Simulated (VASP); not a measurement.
```xyz
1
Lattice="-1.5150 1.5150 1.5150 1.5150 -1.5150 1.5150 1.5150 1.5150 -1.5150" Properties=species:S:1:pos:R:3 pbc="T T T"
V      0.0000     0.0000     0.0000
```

Level of theory: PBE GGA, VASP's PBE PAW potentials (set 64) (plane waves; VASP). Settings: 400 eV cut-off, 15×15×15 Γ-centred mesh, first-order Methfessel-Paxton smearing of 0.10 eV, potentials V_sv.

Task: Give the stress tensor in GPa (positive for a compressed cell).

Result: 
```
-7.29   0.00   0.00
 0.00  -7.29   0.00
 0.00   0.00  -7.29
```
The pressure is its mean diagonal, -7.29 GPa.

The compound is V in the bcc structure. The cell was not relaxed at this level. The run is not spin-polarised, so no magnetic state was tried.
